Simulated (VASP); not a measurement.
# Na7W (Fm-3m) in VASP: further runs

Runs on Na7W. Level: PBE. Tasks: single point, relaxation of cell and atoms.

All numbers are computed with VASP 6.6.1; they aren't measurements. Logs are shortened: lines on timing, memory, paths and dates and some standing lists are left out, and cuts for length are marked.

### Step 1. The cell of the first run

It takes space group Fm-3m (No. 225, cubic). Conventional cell: a = 9.714 Å, b = 9.714 Å, c = 9.714 Å, α = 90.00°, β = 90.00°, γ = 90.00°. Na (site symmetry mmm) has 10 Na at 3.43 Å and 2 W at 3.43 Å as nearest neighbours. Na (site symmetry m-3m) is surrounded by 12 Na at 3.43 Å. W (site symmetry m-3m) has 12 Na at 3.43 Å as nearest neighbours.

The cell was built by a generator and needn't be a form met in nature.

### Step 2. Single point, PBE (species swapped into the Zn7Tc type (Fm-3m, No. 225))

File INCAR:

```
SYSTEM = Na7W
PREC = Accurate ; ENCUT = 520
EDIFF = 1E-6 ; ISMEAR = 0
SIGMA = 0.1 ; LREAL = .False.
LASPH = .True. ; NELM = 100
ALGO = Fast ; ISIF = 2
LWAVE = .False. ; LCHARG = .False.
GGA = PE ; NBANDS = 42
```

File KPOINTS:

```
regular mesh
0
Gamma
  8 8 8
  0 0 0
```

File POSCAR:

```
Na7W
1.0
    0.0000000000      4.8569477886      4.8569477886
    4.8569477886      0.0000000000      4.8569477886
    4.8569477886      4.8569477886      0.0000000000
Na W
7 1
Direct
    0.5000000000      0.0000000000      0.0000000000
    0.0000000000      0.5000000000      0.5000000000
    0.0000000000      0.5000000000      0.0000000000
    0.5000000000      0.0000000000      0.5000000000
    0.0000000000      0.0000000000      0.5000000000
    0.5000000000      0.5000000000      0.0000000000
    0.5000000000      0.5000000000      0.5000000000
    0.0000000000      0.0000000000      0.0000000000
```

Potentials or basis: VASP PAW PBE potentials, release 64 (Na_pv, W_sv).

Started as:

```console
cat potpaw_PBE.64/Na_pv/POTCAR potpaw_PBE.64/W_sv/POTCAR > POTCAR
mpirun -np 1 vasp_std > vasp.out
```

OUTCAR:

```text
SYSTEM = Na7W
   PREC = Accurate
   ENCUT = 520
   EDIFF = 1E-6
   ISMEAR = 0
   LREAL = .False.
   LASPH = .True.
   NELM = 100
   ISIF = 2
   GGA = PE

 ion  position               nearest neighbor table
   1  0.500  0.000  0.000-
   2  0.000  0.500  0.500-
   3  0.000  0.500  0.000-
   4  0.500  0.000  0.500-
   5  0.000  0.000  0.500-
   6  0.500  0.500  0.000-
   7  0.500  0.500  0.500-
   8  0.000  0.000  0.000-

  LATTYP: Found a face centered cubic cell.
 ALAT       =     9.7138955772

  Lattice vectors:

 A1 = (   0.0000000000,   4.8569477886,   4.8569477886)
 A2 = (   4.8569477886,   0.0000000000,   4.8569477886)
 A3 = (   4.8569477886,   4.8569477886,   0.0000000000)

Analysis of symmetry for initial positions (statically):
=====================================================================
 Subroutine PRICEL returns:
 Original cell was already a primitive cell.

 Routine SETGRP: Setting up the symmetry group for a
 face centered cubic supercell.

 Subroutine GETGRP returns: Found 48 space group operations
 (whereof 48 operations were pure point group operations)
 out of a pool of 48 trial point group operations.

The static configuration has the point symmetry O_h .

Analysis of symmetry for dynamics (positions and initial velocities):
=====================================================================
 Subroutine PRICEL returns:
 Original cell was already a primitive cell.

 Routine SETGRP: Setting up the symmetry group for a
 face centered cubic supercell.

 Subroutine GETGRP returns: Found 48 space group operations
 (whereof 48 operations were pure point group operations)
 out of a pool of 48 trial point group operations.

The dynamic configuration has the point symmetry O_h .

 Subroutine INISYM returns: Found 48 space group operations
 (whereof 48 operations are pure point group operations),
 and found     1 'primitive' translations

----------------------------------------------------------------------------------------

                                     Primitive cell

[... 97 lines left out ...]
   LNONCOLLINEAR =      F non collinear calculations
   LSORBIT =      F    spin-orbit coupling
   LASPH  =      T    aspherical Exc in radial PAW
   ENCUT  =  520.0 eV  38.22 Ry    6.18 a.u.  12.77 12.77 12.77*2*pi/ulx,y,z
   NELM   =    100;   NELMIN=  2; NELMDL= -5     # of ELM steps
   EDIFF  = 0.1E-05   stopping-criterion for ELM
   LREAL  =      F    real-space projection
   EDIFFG = 0.1E-04   stopping-criterion for IOM
   NSW    =      0    number of steps for IOM
   IBRION =     -1    ionic relax: 0-MD 1-quasi-New 2-CG
   NFREE  =      0    steps in history (QN), initial steepest desc. (CG)
   ISIF   =      2    stress and relaxation
   ISYM   =      2    0-nonsym 1-usesym 2-fastsym
   POTIM  = 0.5000    time-step for ionic-motion
   TEBEG  =    0.0;   TEEND  =   0.0 temperature during run
   PSTRESS=    0.0 pullay stress
   NELECT =      63.0000    total number of electrons
   NUPDOWN=      -1.0000    fix difference up-down
   EMIN   =  10.00;   EMAX   =-10.00  energy-range for DOS
   EFERMI =   0.00;   METHOD = LEGACY
   ISMEAR =     0;   SIGMA  =   0.10  broadening in eV -4-tet -1-fermi 0-gaus
   EFERMI_NEDOS =   21; number of points for ismear=-14 and -15
   IALGO  =     68    algorithm
   IMIX   =      4    mixing-type and parameters
     AMIX     =   0.40;   BMIX     =  1.00
     AMIX_MAG =   1.60;   BMIX_MAG =  1.00
  volume/ion in A,a.u.               =      28.64       193.30
  Fermi-wavevector in a.u.,A,eV,Ry     =   1.064506  2.011625 15.417764  1.133174
  Thomas-Fermi vector in A             =   2.200027
   LORBIT       =      0    0 simple, 1 ext, 2 COOP (PROOUT), +10 PAW based schemes
   GGA     = PE    functional components
   LHFCALC =     F    Hartree Fock is set to
   AEXX    =    0.0000 exact exchange contribution
   IVDW    =     0    specifies the selected vdW correction
   LEPSILON=     F    determine dielectric tensor
   LRPA    =     F    only Hartree local field effects (RPA)
 non-spin polarized calculation
 RMM-DIIS sequential band-by-band and
 Gauss-broadening in eV      SIGMA  =   0.10
  energy-cutoff  :      520.00
  volume of cell :      229.15
 maximum number of plane-waves:      6218
 NGX is ok and might be reduce to    54
   NGX = 25   NGY = 25   NGZ = 25

 number of electron      62.9999948 magnetization

 Free energy of the ion-electron system (eV)
  ---------------------------------------------------
  ext. energy  EPLUGINS =         0.00000000
  ---------------------------------------------------
  free energy    TOTEN  =       -15.64179135 eV

  energy without entropy =      -15.55976106  energy(sigma->0) =      -15.60077620

 E-fermi :   1.2692     XC(G=0):  -7.6143

 val. band max:        1.2630648147   @ k =   0.5000   0.1250   0.0000
 cond. band min:       1.2707024097   @ k =   0.3750   0.3750   0.0000
 fundamental gap:      0.0076375950
 Fermi energy:         1.2692414870

 k-point     1 :       0.0000    0.0000    0.0000
  band No.  band energies     occupation
      1     -72.5069      2.00000
      2     -36.6633      2.00000
      3     -36.6633      2.00000
      4     -36.6633      2.00000
      5     -23.6338      2.00000
      6     -23.6338      2.00000
[... 1069 lines left out ...]
     41       5.2366      0.00000
     42       5.9905      0.00000

 [... further k-points ...]
[... 5 lines left out ...]
  --------------------------------------------------------------------------------------
  -------------------------------------------------------------------------------------
  Total       -0.0012549     -0.0012549     -0.0012549     -0.0000000      0.0000000      0.0000000
  in kB       -0.0087738     -0.0087738     -0.0087738     -0.0000000      0.0000000      0.0000000
  external PRESSURE =      -0.0087738 kB  Pullay stress =       0.0000000 kB

 VOLUME and BASIS-vectors are now :
 -----------------------------------------------------------------------------
  energy-cutoff  :      520.00
  volume of cell :      229.15
      direct lattice vectors                 reciprocal lattice vectors
     0.000000000  4.856947789  4.856947789    -0.102945311  0.102945311  0.102945311
     4.856947789  0.000000000  4.856947789     0.102945311 -0.102945311  0.102945311
     4.856947789  4.856947789  0.000000000     0.102945311  0.102945311 -0.102945311

 POSITION                                       TOTAL-FORCE (eV/Angst)
 -----------------------------------------------------------------------------------
      0.00000      2.42847      2.42847        -0.000000      0.000000      0.000000
      4.85695      2.42847      2.42847        -0.000000      0.000000      0.000000
      2.42847      0.00000      2.42847         0.000000      0.000000     -0.000000
      2.42847      4.85695      2.42847         0.000000     -0.000000     -0.000000
      2.42847      2.42847      0.00000        -0.000000      0.000000     -0.000000
      2.42847      2.42847      4.85695        -0.000000      0.000000     -0.000000
      4.85695      4.85695      4.85695         0.000000      0.000000      0.000000
      0.00000      0.00000      0.00000         0.000000      0.000000      0.000000
 -----------------------------------------------------------------------------------
    total drift:                               -0.000000      0.000000     -0.000000

  FREE ENERGIE OF THE ION-ELECTRON SYSTEM (eV)
  ---------------------------------------------------
  free  energy   TOTEN  =       -15.6417913475 eV

  energy  without entropy=      -15.5597610624  energy(sigma->0) =      -15.60077620
```

Run time: 4.1 min. Hardware: 1 thread of AMD EPYC 9R45 (Zen 5), shared host; peak memory 0.49 GiB.

What came out:

| Item | Value |
| --- | --- |
| Free energy | -15.6418 eV |
| Pressure | 0.0 GPa |
| Band gap on the k mesh | none (metal or under the smearing width) |

Levels at points of the mesh, in eV from the Fermi level:
| k point | band 29 | band 30 | band 31 | band 32 | band 33 | band 34 | band 35 | band 36 |
| --- | --- | --- | --- | --- | --- | --- | --- | --- |
| (0.00, 0.00, 0.00) | -0.35 | -0.10 | -0.10 | 0.13 | 0.81 | 0.81 | 0.81 | 1.00 |
| (0.50, 0.00, 0.00) | -0.44 | -0.44 | -0.01 | -0.01 | 0.69 | 0.69 | 0.82 | 1.08 |
| (0.50, 0.50, 0.00) | -0.95 | -0.37 | -0.37 | 0.01 | 0.01 | 0.02 | 0.79 | 1.28 |

Spin-orbit coupling is left out, which matters for the levels of W.

### Step 3. Single point, PBE (species swapped into the Zn7Tc type (Fm-3m, No. 225))

File INCAR:

```
PREC = Accurate
ENCUT = 520
EDIFF = 1E-6
ISMEAR = 0
SIGMA = 0.1
LREAL = F
LASPH = T
NELM = 100
ALGO = Normal
ISIF = 2
LWAVE = F
LCHARG = T
GGA = PE
LELF = T
LVHAR = T
NBANDS = 42
```

File KPOINTS:

```
Automatic mesh
0
Gamma
  4 4 4
```

Edit POSCAR of step 2 so:

```diff
@@ -2,5 +2,5 @@
 1.0
-    0.0000000000      4.8569477886      4.8569477886
-    4.8569477886      0.0000000000      4.8569477886
-    4.8569477886      4.8569477886      0.0000000000
+    0.0000000000      4.2152441400      4.2152441400
+    4.2152441400      0.0000000000      4.2152441400
+    4.2152441400      4.2152441400      0.0000000000
 Na W
```

Potentials or basis: VASP PAW PBE potentials, release 64 (Na_pv, W_sv).

Started as:

```console
cat potpaw_PBE.64/Na_pv/POTCAR potpaw_PBE.64/W_sv/POTCAR > POTCAR
mpirun -np 1 vasp_std > vasp.out
```

It took 35 s on 1 thread of Intel Xeon Platinum 8488C (Sapphire Rapids), shared host; peak memory 0.32 GiB.

It converged, with:

- Free energy: -13.0420 eV
- Pressure: 15.0 GPa
- Band gap on the k mesh: none (metal or under the smearing width)

Levels at points of the mesh, in eV from the Fermi level:
```tsv
k point	band 29	band 30	band 31	band 32	band 33	band 34
(0.00, 0.00, 0.00)	-0.53	-0.28	-0.28	0.95	1.18	1.18
(0.50, 0.00, 0.00)	-0.69	-0.60	-0.02	-0.02	1.08	1.08
(0.50, 0.50, 0.00)	-1.30	-0.32	-0.32	-0.06	0.06	0.06
```

Caveat: so large a pressure means that the cell lies far from this level's equilibrium, or that cutoff or potentials fall short. Spin-orbit coupling is left out, which matters for the levels of W.

### Step 4. Single point, PBE (species swapped into the Zn7Tc type (Fm-3m, No. 225))

File INCAR:

```
SYSTEM = Na7W
ALGO = Normal
EDIFF = 1E-7
ENCUT = 520
GGA = PE
ISIF = 2
ISMEAR = 0
LASPH = .True.
LCHARG = .False.
LREAL = .False.
LWAVE = .False.
NBANDS = 42
NELM = 100
PREC = Accurate
SIGMA = 0.1
```

File KPOINTS:

```
k-points
0
Gamma
  4 4 4
  0 0 0
```

Edit POSCAR of step 3 so:

```diff
@@ -2,5 +2,5 @@
 1.0
-    0.0000000000      4.2152441400      4.2152441400
-    4.2152441400      0.0000000000      4.2152441400
-    4.2152441400      4.2152441400      0.0000000000
+    0.0000000000      4.8198117407      4.8198117407
+    4.8198117407      0.0000000000      4.8198117407
+    4.8198117407      4.8198117407      0.0000000000
 Na W
```

Started as:

```console
cat potpaw_PBE.64/Na_pv/POTCAR potpaw_PBE.64/W_sv/POTCAR > POTCAR
mpirun -np 1 vasp_std > vasp.out
```

Run time: 62 s. Hardware: 1 thread of Intel Xeon Platinum 8488C (Sapphire Rapids), shared host; peak memory 0.41 GiB.

The run converged. Its results:

* Free energy: -15.6384 eV
* Pressure: 0.3 GPa
* Band gap on the k mesh: none (metal or under the smearing width)

Levels at points of the mesh, in eV from the Fermi level:
```tsv
k point	band 29	band 30	band 31	band 32	band 33	band 34
(0.00, 0.00, 0.00)	-0.36	-0.10	-0.10	0.17	0.82	0.82
(0.50, 0.00, 0.00)	-0.45	-0.45	-0.01	-0.01	0.69	0.69
(0.50, 0.50, 0.00)	-0.97	-0.38	-0.38	0.02	0.02	0.02
```

Spin-orbit coupling is left out, which matters for the levels of W.

### Step 5. Relaxation of cell and atoms, PBE (species swapped into the Zn7Tc type (Fm-3m, No. 225))

File INCAR:

```
SYSTEM = Na7W
ALGO     = Fast           ! electronic algorithm
EDIFF    = 1E-6           ! SCF threshold, eV
EDIFFG   = -0.04          ! ionic threshold
ENCUT    = 600            ! plane-wave cutoff, eV
GGA      = PE             ! functional
IBRION   = 2              ! ionic algorithm
ISIF     = 3              ! what is computed and relaxed
ISMEAR   = 0              ! smearing method
LASPH    = .True.         ! aspherical terms in the spheres
LCHARG   = .False.        ! write CHGCAR
LREAL    = .False.        ! projectors in reciprocal space
LWAVE    = .False.        ! write WAVECAR
NELM     = 100            ! most SCF steps
NSW      = 90             ! ionic steps
PREC     = Accurate       ! precision mode
SIGMA    = 0.1            ! smearing width, eV
```

KPOINTS is that of step 4.

Edit POSCAR of step 4 so:

```diff
@@ -2,5 +2,5 @@
 1.0
-    0.0000000000      4.8198117407      4.8198117407
-    4.8198117407      0.0000000000      4.8198117407
-    4.8198117407      4.8198117407      0.0000000000
+    0.0000000000      4.2152441400      4.2152441400
+    4.2152441400      0.0000000000      4.2152441400
+    4.2152441400      4.2152441400      0.0000000000
 Na W
```

Potentials or basis: VASP PAW PBE potentials, release 64 (Na_pv, W_sv).

Started as:

```console
cat potpaw_PBE.64/Na_pv/POTCAR potpaw_PBE.64/W_sv/POTCAR > POTCAR
mpirun -np 1 vasp_std > vasp.out
```

OUTCAR:

```text
SYSTEM = Na7W
   EDIFF = 1E-6
   EDIFFG = -0.04
   ENCUT = 600
   GGA = PE
   IBRION = 2
   ISIF = 3
   ISMEAR = 0
   LASPH = .True.
   LREAL = .False.
   NELM = 100
   NSW = 90
   PREC = Accurate

 ion  position               nearest neighbor table
   1  0.500  0.000  0.000-   8 2.98   8 2.98
   2  0.000  0.500  0.500-   8 2.98   8 2.98
   3  0.000  0.500  0.000-   8 2.98   8 2.98
   4  0.500  0.000  0.500-   8 2.98   8 2.98
   5  0.000  0.000  0.500-   8 2.98   8 2.98
   6  0.500  0.500  0.000-   8 2.98   8 2.98
   7  0.500  0.500  0.500-
   8  0.000  0.000  0.000-   1 2.98   3 2.98   5 2.98   2 2.98   4 2.98   5 2.98   2 2.98   3 2.98
                             6 2.98   1 2.98   4 2.98   6 2.98

  LATTYP: Found a face centered cubic cell.
 ALAT       =     8.4304882800

  Lattice vectors:

 A1 = (   0.0000000000,   4.2152441400,   4.2152441400)
 A2 = (   4.2152441400,   0.0000000000,   4.2152441400)
 A3 = (   4.2152441400,   4.2152441400,   0.0000000000)

Analysis of symmetry for initial positions (statically):
=====================================================================
 Subroutine PRICEL returns:
 Original cell was already a primitive cell.

 Routine SETGRP: Setting up the symmetry group for a
 face centered cubic supercell.

 Subroutine GETGRP returns: Found 48 space group operations
 (whereof 48 operations were pure point group operations)
 out of a pool of 48 trial point group operations.

The static configuration has the point symmetry O_h .

[... 145 lines left out ...]
   NGX = 23   NGY = 23   NGZ = 23

--------------------------------------- Ionic step        1  -------------------------------------------

 number of electron      63.0000053 magnetization

 Free energy of the ion-electron system (eV)
  ---------------------------------------------------
  ext. energy  EPLUGINS =         0.00000000
  ---------------------------------------------------
  free energy    TOTEN  =       -13.04223891 eV

  energy without entropy =      -12.97471413  energy(sigma->0) =      -13.00847652

 E-fermi :   3.4134     XC(G=0):  -9.1285

 val. band max:        3.3923422314   @ k =   0.5000   0.0000   0.0000
 cond. band min:       3.4170756317   @ k =   0.5000   0.2500   0.0000
 fundamental gap:      0.0247334003
 Fermi energy:         3.4134144347

 k-point     1 :       0.0000    0.0000    0.0000
  band No.  band energies     occupation
      1     -69.7254      2.00000
      2     -33.9608      2.00000
      3     -33.9608      2.00000
      4     -33.9608      2.00000
      5     -21.6196      2.00000
      6     -21.6196      2.00000
[... 434 lines left out ...]
--------------------------------------- Ionic step        4  -------------------------------------------

 number of electron      62.9999989 magnetization

 Free energy of the ion-electron system (eV)
  ---------------------------------------------------
  ext. energy  EPLUGINS =         0.00000000
  ---------------------------------------------------
  free energy    TOTEN  =       -15.62429990 eV

  energy without entropy =      -15.54266157  energy(sigma->0) =      -15.58348074

 E-fermi :   1.3464     XC(G=0):  -7.6728

 val. band max:        1.3384634612   @ k =   0.5000   0.0000   0.0000
 cond. band min:       1.3499965286   @ k =   0.5000   0.2500   0.0000
 fundamental gap:      0.0115330674
 Fermi energy:         1.3463891081

 k-point     1 :       0.0000    0.0000    0.0000
  band No.  band energies     occupation
      1     -72.4010      2.00000
      2     -36.5600      2.00000
      3     -36.5600      2.00000
      4     -36.5600      2.00000
      5     -23.5664      2.00000
      6     -23.5663      2.00000
[... 344 lines left out ...]
  FREE ENERGIE OF THE ION-ELECTRON SYSTEM (eV)
  ---------------------------------------------------
  free  energy   TOTEN  =       -15.6242999001 eV

  energy  without entropy=      -15.5426615736  energy(sigma->0) =      -15.58348074

 reached required accuracy - stopping structural energy minimisation
```

OSZICAR:

```text
N       E                     dE             d eps       ncg     rms          rms(c)
DAV:   1     0.743491057389E+03    0.74349E+03   -0.36745E+04   592   0.233E+03
DAV:   2     0.412932401038E+02   -0.70220E+03   -0.69330E+03   592   0.628E+02
DAV:   3    -0.980513892864E+01   -0.51098E+02   -0.48735E+02   669   0.184E+02
[... 67 lines left out ...]
RMM:   9    -0.156242829202E+02   -0.58683E-04   -0.72146E-04   693   0.130E-01    0.109E-02
RMM:  10    -0.156242940770E+02   -0.11157E-04   -0.13664E-04   713   0.691E-02    0.432E-03
RMM:  11    -0.156242988522E+02   -0.47752E-05   -0.39080E-05   626   0.330E-02    0.400E-03
RMM:  12    -0.156242995719E+02   -0.71964E-06   -0.14005E-05   436   0.139E-02    0.180E-03
RMM:  13    -0.156242999001E+02   -0.32822E-06   -0.42807E-06   366   0.873E-03
   4 F= -.15624300E+02 E0= -.15583481E+02  d E =-.258206E+01
```

Run time: 3.3 min. Hardware: 1 thread of Intel Xeon Platinum 8488C (Sapphire Rapids), shared host; peak memory 0.35 GiB.

What came out:

```yaml
Free_energy: -15.6243 eV
Relaxed_volume: 28.13 Å³/atom
Relaxed_cell: a = 6.828 Å, b = 6.828 Å, c = 6.828 Å, α = 60.00°, β = 60.00°, γ = 60.00°
Space_group_after_relaxing_to_0.05_Å: Fm-3m (No. 225)
Energy_gained_by_relaxing: 322.8 meV/atom
Ionic_steps: 4
Pressure_after_relaxing: 0.2 GPa
Band_gap_on_the_k_mesh: none (metal or under the smearing width)
```

The path:
| step | energy change (eV) | largest force (eV/Å) | pressure (GPa) | volume (Å³) |
| --- | --- | --- | --- | --- |
| 1 | 0.0000 | 0.0000 | 15.03 | 149.80 |
| 2 | -2.2002 | 0.0000 | 3.90 | 191.19 |
| 3 | -2.5412 | 0.0000 | 1.07 | 214.26 |
| 4 | -2.5821 | 0.0000 | 0.17 | 225.05 |

Final structure:
```cif
data_structure
_symmetry_space_group_name_H-M 'P 1'
_symmetry_Int_Tables_number 1
_cell_length_a 6.8276
_cell_length_b 6.8276
_cell_length_c 6.8276
_cell_angle_alpha 60.000
_cell_angle_beta 60.000
_cell_angle_gamma 60.000
_cell_volume 225.05
loop_
_atom_site_label
_atom_site_type_symbol
_atom_site_fract_x
_atom_site_fract_y
_atom_site_fract_z
_atom_site_occupancy
Na1 Na 0.50000 0.00000 0.00000 1
Na2 Na 0.00000 0.50000 0.50000 1
Na3 Na 0.00000 0.50000 0.00000 1
Na4 Na 0.50000 0.00000 0.50000 1
Na5 Na 0.00000 0.00000 0.50000 1
Na6 Na 0.50000 0.50000 0.00000 1
Na7 Na 0.50000 0.50000 0.50000 1
W1 W 0.00000 0.00000 0.00000 1
```

Caveat: the volume moved by over 15 % at a fixed basis, so the end points are rough.

### Step 6. Summary

```tsv
task	cell	k mesh	cutoff (eV)	gap on the mesh (eV)	pressure (GPa)
single point	species swapped into the Zn7Tc type (Fm-3m, No. 225)	8 × 8 × 8	520	none	0.0
single point	species swapped into the Zn7Tc type (Fm-3m, No. 225)	4 × 4 × 4	520	none	0.3
relaxation of cell and atoms	relaxed from: species swapped into the Zn7Tc type (Fm-3m, No. 225)	4 × 4 × 4	600	none	0.2
```

Alike in all rows: level PBE; potentials or basis VASP PAW PBE potentials, release 64 (Na_pv, W_sv); no spin polarisation; smearing gaussian 0.1 eV.

Caveats: the volume moved by over 15 % at a fixed basis, so the end points are rough (some runs).

Absolute energies hang on the potentials; compare differences alone.
